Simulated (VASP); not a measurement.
**BN (space group R3m): computed properties**

Computed with LDA (Ceperley-Alder, Perdew-Zunger), VASP's LDA PAW potentials (set 64) (plane waves; VASP).

For BN, the space group is R3m (160) and the cell is a = b = 2.4907 Å, c = 9.6450 Å, α = β = 90.00°, γ = 120.00°. The volume per atom is 8.64 Å³/atom, the band gap (over mesh and band path) is 3.94 eV and the smallest direct gap (over mesh and band path) is 4.59 eV. The density comes out as 2.39 g/cm³. The mean ε∞ (DFPT) is 4.27. The mean ε∞ (independent particles) comes out as 4.48 and the mean static ε is 5.61. The optical Γ-point spectrum comes out as 757, 1380 (×2) cm⁻¹.

BN has the trigonal space group R3m, hexagonal axes (No. 160), Pearson symbol hR2. Cell: a = b = 2.491 Å, c = 9.645 Å, α = β = 90.00°, γ = 120.00°. B on 3a has 3 N at 1.438 Å (trigonal planar). N on 3a is coordinated by 3 B at 1.438 Å (trigonal planar). (Neighbours: up to the widest gap in distance over summed covalent radii, below 1.35, at either atom.)
(The calculation used a cell of 2 atoms; values per cell refer to that cell.)

The structure comes from a computed database's BN entry (R3m); how it stands against other phases isn't given here. It was relaxed first, which changed the volume by -6 %. Symmetry was kept, so distortions that lower it aren't found.
